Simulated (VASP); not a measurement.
# Mg2GaBi2 (P-3m1) in VASP: further runs

Runs on Mg2GaBi2. Level: PBEsol. Tasks: single point.

All numbers are computed with VASP 6.6.1; they aren't measurements. Logs are shortened: lines on timing, memory, paths and dates and some standing lists are left out, and cuts for length are marked.

**1. The crystal as given**

Symmetry: P-3m1, No. 164, trigonal system. Conventional cell: a = 4.681 Å, b = 4.681 Å, c = 7.581 Å, α = 90.00°, β = 90.00°, γ = 120.00°. Around Ga (site symmetry -3m) lie 6 Bi at 3.26 Å. Mg (site symmetry 3m) is surrounded by 4 Bi at 2.87 to 2.95 Å. Around Bi (site symmetry 3m) lie 4 Mg at 2.87 to 2.95 Å and 3 Ga at 3.26 Å.

The cell was built by a generator and needn't be a form met in nature.

**2. Single point, PBEsol**

The input, INCAR:

```
  PREC = Accurate
  ENCUT = 520
  EDIFF = 1E-6
  ISMEAR = -1
  SIGMA = 0.1
  LREAL = False
  LASPH = True
  NELM = 80
  ALGO = Normal
  ISIF = 2
  LWAVE = False
  LCHARG = False
  GGA = PS
  NBANDS = 32
```

The input, KPOINTS:

```
regular mesh
0
Gamma
  5 5 3
```

The input, POSCAR:

```
Mg2GaBi2
1.0
    4.6805310000      0.0000000000      0.0000000000
   -2.3402650000      4.0534610000      0.0000000000
    0.0000000000      0.0000000000      7.5814370000
Ga Mg Bi
1 2 2
Direct
    0.0000000000      0.0000000000      0.0000000000
    0.3333000000      0.6667000000      0.6301000000
    0.6667000000      0.3333000000      0.3699000000
    0.3333000000      0.6667000000      0.2413000000
    0.6667000000      0.3333000000      0.7587000000
```

Potentials or basis: VASP PAW PBE potentials, release 64 (Ga_d, Mg, Bi_d).

Started as:

```bash
cat potpaw_PBE.64/Ga_d/POTCAR potpaw_PBE.64/Mg/POTCAR potpaw_PBE.64/Bi_d/POTCAR > POTCAR
mpirun -np 1 vasp_std > vasp.out
```

OUTCAR:

```text
PREC = Accurate
   ENCUT = 520
   EDIFF = 1E-6
   ISMEAR = -1
   LREAL = False
   LASPH = True
   NELM = 80
   ISIF = 2
   GGA = PS

 ion  position               nearest neighbor table
   1  0.000  0.000  0.000-   4 3.26   5 3.26   5 3.26   4 3.26   5 3.26   4 3.26
   2  0.333  0.667  0.630-   5 2.87   5 2.87   5 2.87   4 2.95   3 3.35   3 3.35   3 3.35
   3  0.667  0.333  0.370-   4 2.87   4 2.87   4 2.87   5 2.95   2 3.35   2 3.35   2 3.35
   4  0.333  0.667  0.241-   3 2.87   3 2.87   3 2.87   2 2.95   1 3.26   1 3.26   1 3.26
   5  0.667  0.333  0.759-   2 2.87   2 2.87   2 2.87   3 2.95   1 3.26   1 3.26   1 3.26

  LATTYP: Found a hexagonal cell.
 ALAT       =     4.6805310000
 C/A-ratio  =     1.6197813881

  Lattice vectors:

 A1 = (   4.6805310000,   0.0000000000,   0.0000000000)
 A2 = (  -2.3402650000,   4.0534610000,   0.0000000000)
 A3 = (   0.0000000000,   0.0000000000,   7.5814370000)

Analysis of symmetry for initial positions (statically):
=====================================================================
 Subroutine PRICEL returns:
 Original cell was already a primitive cell.

 Routine SETGRP: Setting up the symmetry group for a
 hexagonal supercell.

 Subroutine GETGRP returns: Found  4 space group operations
 (whereof  4 operations were pure point group operations)
 out of a pool of 24 trial point group operations.

The static configuration has the point symmetry C_2h.

Analysis of symmetry for dynamics (positions and initial velocities):
=====================================================================
 Subroutine PRICEL returns:
 Original cell was already a primitive cell.

 Routine SETGRP: Setting up the symmetry group for a
 hexagonal supercell.

 Subroutine GETGRP returns: Found  4 space group operations
 (whereof  4 operations were pure point group operations)
 out of a pool of 24 trial point group operations.

The dynamic configuration has the point symmetry C_2h.

 Subroutine INISYM returns: Found  4 space group operations
 (whereof  4 operations are pure point group operations),
 and found     1 'primitive' translations

----------------------------------------------------------------------------------------

                                     Primitive cell

  volume of cell :     143.8377

  direct lattice vectors                    reciprocal lattice vectors
     4.680531000  0.000000000  0.000000000     0.213650973  0.123351352  0.000000000
    -2.340265000  4.053461000  0.000000000     0.000000000  0.246702756  0.000000000
     0.000000000  0.000000000  7.581437000     0.000000000  0.000000000  0.131901116

  length of vectors
     4.680531000  4.680532699  7.581437000     0.246702846  0.246702756  0.131901116

  position of ions in fractional coordinates (direct lattice)
     0.000000000  0.000000000  0.000000000
     0.333300000  0.666700000  0.630100000
     0.666700000  0.333300000  0.369900000
     0.333300000  0.666700000  0.241300000
     0.666700000  0.333300000  0.758700000

  ion indices of the primitive-cell ions
   primitive index   ion index
                 1           1
                 2           2
                 3           3
                 4           4
                 5           5

----------------------------------------------------------------------------------------

 KPOINTS: regular mesh

Automatic generation of k-mesh.
 Grid dimensions read from file:
 generate k-points for:    5    5    3

 Generating k-lattice:

  Cartesian coordinates                     Fractional coordinates (reciprocal lattice)
     0.042730195  0.024670270  0.000000000     0.200000000  0.000000000  0.000000000
     0.000000000  0.049340551  0.000000000     0.000000000  0.200000000  0.000000000
     0.000000000  0.000000000  0.043967039     0.000000000  0.000000000  0.333333333

  Length of vectors
     0.049340569  0.049340551  0.043967039

  Shift w.r.t. Gamma in fractional coordinates (k-lattice)
     0.000000000  0.000000000  0.000000000

 Subroutine IBZKPT returns following result:
 ===========================================

 Found     24 irreducible k-points:

 Following reciprocal coordinates:
            Coordinates               Weight
  0.000000  0.000000  0.000000      1.000000
  0.200000  0.000000  0.000000      4.000000
 -0.200000  0.200000  0.000000      2.000000
  0.400000  0.000000  0.000000      4.000000
 -0.400000  0.400000  0.000000      2.000000
  0.200000  0.200000  0.000000      2.000000
[... 16 lines left out ...]
  0.400000  0.400000  0.333333      4.000000
 -0.400000 -0.200000  0.333333      4.000000
   k-points           NKPTS =     24   k-points in BZ     NKDIM =     24   number of bands    NBANDS=     32
   number of dos      NEDOS =    301   number of ions     NIONS =      5
   total plane-waves  NPLWV =  72576
   dimension x,y,z NGX =    36 NGY =   36 NGZ =   56
   dimension x,y,z NGXF=    72 NGYF=   72 NGZF=  112
   ions per type =               1   2   2
   NGX,Y,Z   is equivalent  to a cutoff of  12.79, 12.79, 12.28 a.u.
   NGXF,Y,Z  is equivalent  to a cutoff of  25.57, 25.57, 24.56 a.u.
 SYSTEM =  unknown system
   PREC   = accura    normal or accurate (medium, high low for compatibility)
   ISTART =      0    job   : 0-new  1-cont  2-samecut
   ICHARG =      2    charge: 1-file 2-atom 10-const
   ISPIN  =      1    spin polarized calculation?
   LNONCOLLINEAR =      F non collinear calculations
   LSORBIT =      F    spin-orbit coupling
   LASPH  =      T    aspherical Exc in radial PAW
   ENCUT  =  520.0 eV  38.22 Ry    6.18 a.u.   8.70  8.70 14.10*2*pi/ulx,y,z
   NELM   =     80;   NELMIN=  2; NELMDL= -5     # of ELM steps
   EDIFF  = 0.1E-05   stopping-criterion for ELM
   LREAL  =      F    real-space projection
   EDIFFG = 0.1E-04   stopping-criterion for IOM
   NSW    =      0    number of steps for IOM
   IBRION =     -1    ionic relax: 0-MD 1-quasi-New 2-CG
   NFREE  =      0    steps in history (QN), initial steepest desc. (CG)
   ISIF   =      2    stress and relaxation
   ISYM   =      2    0-nonsym 1-usesym 2-fastsym
   POTIM  = 0.5000    time-step for ionic-motion
   TEBEG  =    0.0;   TEEND  =   0.0 temperature during run
   PSTRESS=    0.0 pullay stress
   NELECT =      47.0000    total number of electrons
   NUPDOWN=      -1.0000    fix difference up-down
   EMIN   =  10.00;   EMAX   =-10.00  energy-range for DOS
   EFERMI =   0.00;   METHOD = LEGACY
   ISMEAR =    -1;   SIGMA  =   0.10  broadening in eV -4-tet -1-fermi 0-gaus
   EFERMI_NEDOS =   21; number of points for ismear=-14 and -15
   IALGO  =     38    algorithm
   IMIX   =      4    mixing-type and parameters
     AMIX     =   0.40;   BMIX     =  1.00
     AMIX_MAG =   1.60;   BMIX_MAG =  1.00
  volume/ion in A,a.u.               =      28.77       194.13
  Fermi-wavevector in a.u.,A,eV,Ry     =   1.127587  2.130830 17.299148  1.271451
  Thomas-Fermi vector in A             =   2.264273
   LORBIT       =      0    0 simple, 1 ext, 2 COOP (PROOUT), +10 PAW based schemes
   GGA     = PS    functional components
   LHFCALC =     F    Hartree Fock is set to
   AEXX    =    0.0000 exact exchange contribution
   IVDW    =     0    specifies the selected vdW correction
   LEPSILON=     F    determine dielectric tensor
   LRPA    =     F    only Hartree local field effects (RPA)
 non-spin polarized calculation
  energy-cutoff  :      520.00
  volume of cell :      143.84
 maximum number of plane-waves:      3893
   NGX = 17   NGY = 17   NGZ = 29

 number of electron      47.0000028 magnetization

 Free energy of the ion-electron system (eV)
  ---------------------------------------------------
  ext. energy  EPLUGINS =         0.00000000
  ---------------------------------------------------
  free energy    TOTEN  =       -15.45862925 eV

  energy without entropy =      -15.35550850  energy(sigma->0) =      -15.40706888

 E-fermi :   3.8935     XC(G=0):  -9.1626

 val. band max:        3.8919279523   @ k =   0.0000   0.0000   0.3333
 cond. band min:       3.9104644030   @ k =  -0.2000   0.2000   0.0000
 fundamental gap:      0.0185364507
 Fermi energy:         3.8934842929

 k-point     1 :       0.0000    0.0000    0.0000
  band No.  band energies     occupation
      1     -17.9854      2.00000
      2     -17.9841      2.00000
      3     -17.9839      2.00000
      4     -17.9838      2.00000
      5     -17.9821      2.00000
      6     -17.9821      2.00000
[... 24 lines left out ...]
     31       8.6324      0.00000
     32       8.6333      0.00000

 k-point     2 :       0.2000    0.0000    0.0000
  band No.  band energies     occupation
      1     -17.9859      2.00000
      2     -17.9836      2.00000
      3     -17.9831      2.00000
      4     -17.9827      2.00000
      5     -17.9819      2.00000
      6     -17.9802      2.00000
[... 24 lines left out ...]
     31       8.9315      0.00000
     32       9.2817      0.00000

 k-point     3 :      -0.2000    0.2000    0.0000
  band No.  band energies     occupation
      1     -17.9859      2.00000
      2     -17.9836      2.00000
      3     -17.9831      2.00000
      4     -17.9827      2.00000
      5     -17.9819      2.00000
      6     -17.9802      2.00000
[... 24 lines left out ...]
     31       8.9316      0.00000
     32       9.2824      0.00000

 k-point     4 :       0.4000    0.0000    0.0000
  band No.  band energies     occupation
      1     -17.9884      2.00000
      2     -17.9833      2.00000
      3     -17.9820      2.00000
      4     -17.9810      2.00000
      5     -17.9795      2.00000
      6     -17.9776      2.00000
[... 24 lines left out ...]
     31      10.3448      0.00000
     32      10.4331      0.00000

 k-point     5 :      -0.4000    0.4000    0.0000
  band No.  band energies     occupation
      1     -17.9884      2.00000
      2     -17.9833      2.00000
      3     -17.9820      2.00000
      4     -17.9810      2.00000
      5     -17.9795      2.00000
      6     -17.9776      2.00000
[... 584 lines left out ...]
     31       9.4982      0.00000
     32       9.6134      0.00000

 k-point    22 :       0.4000    0.2000    0.3333
  band No.  band energies     occupation
      1     -17.9861      2.00000
      2     -17.9843      2.00000
      3     -17.9823      2.00000
      4     -17.9805      2.00000
      5     -17.9788      2.00000
      6     -17.9777      2.00000
[... 24 lines left out ...]
     31      10.1551      0.00000
     32      10.3015      0.00000

 k-point    23 :       0.4000    0.4000    0.3333
  band No.  band energies     occupation
      1     -17.9861      2.00000
      2     -17.9843      2.00000
      3     -17.9822      2.00000
      4     -17.9805      2.00000
      5     -17.9788      2.00000
      6     -17.9777      2.00000
[... 24 lines left out ...]
     31      10.1559      0.00000
     32      10.3008      0.00000

 k-point    24 :      -0.4000   -0.2000    0.3333
  band No.  band energies     occupation
      1     -17.9861      2.00000
      2     -17.9843      2.00000
      3     -17.9823      2.00000
      4     -17.9805      2.00000
      5     -17.9788      2.00000
      6     -17.9777      2.00000
[... 24 lines left out ...]
     31      10.1550      0.00000
     32      10.3008      0.00000

------------------------ aborting loop because EDIFF is reached ----------------------------------------

  FORCE on cell =-STRESS in cart. coord.  units (eV):
  Direction    XX          YY          ZZ          XY          YZ          ZX
  --------------------------------------------------------------------------------------
  -------------------------------------------------------------------------------------
  Total        0.1359799      0.1419626     -0.5772040      0.0051810      0.0019278     -0.0033391
  in kB        1.5146518      1.5812911     -6.4293529      0.0577100      0.0214738     -0.0371940
  external PRESSURE =      -1.1111367 kB  Pullay stress =       0.0000000 kB

 VOLUME and BASIS-vectors are now :
 -----------------------------------------------------------------------------
  energy-cutoff  :      520.00
  volume of cell :      143.84
      direct lattice vectors                 reciprocal lattice vectors
     4.680531000  0.000000000  0.000000000     0.213650973  0.123351352  0.000000000
    -2.340265000  4.053461000  0.000000000     0.000000000  0.246702756  0.000000000
     0.000000000  0.000000000  7.581437000     0.000000000  0.000000000  0.131901116

 POSITION                                       TOTAL-FORCE (eV/Angst)
 -----------------------------------------------------------------------------------
      0.00000      0.00000      0.00000        -0.000000      0.000000      0.000000
     -0.00023      2.70244      4.77706         0.001601     -0.000925     -0.015313
      2.34050      1.35102      2.80437        -0.001601      0.000925      0.015313
     -0.00023      2.70244      1.82940         0.001510     -0.000872     -0.600624
      2.34050      1.35102      5.75204        -0.001510      0.000872      0.600624
 -----------------------------------------------------------------------------------
    total drift:                                0.000000      0.000000      0.000000

  FREE ENERGIE OF THE ION-ELECTRON SYSTEM (eV)
  ---------------------------------------------------
  free  energy   TOTEN  =       -15.4586292465 eV

  energy  without entropy=      -15.3555085049  energy(sigma->0) =      -15.40706888
```

It took 80 s on 1 thread of Intel Xeon Platinum 8559C (Emerald Rapids), shared host; peak memory 0.31 GiB.

What came out:

* Free energy: -15.4586 eV
* Pressure: -0.1 GPa
* Largest force: 0.601 eV/Å
* Band gap on the k mesh: none (metal or under the smearing width)

Forces on the atoms (eV/Å):
```
Ga   0.000  0.000  0.000
Mg   0.002 -0.001 -0.015
Mg  -0.002  0.001  0.015
Bi   0.002 -0.001 -0.601
Bi  -0.002  0.001  0.601
```

Caveat: the PAW data sets were made with another functional, which shifts forces and pressure a little; spin-orbit coupling is left out, which moves the levels of the heavy elements.

[end of part 1 of 2]
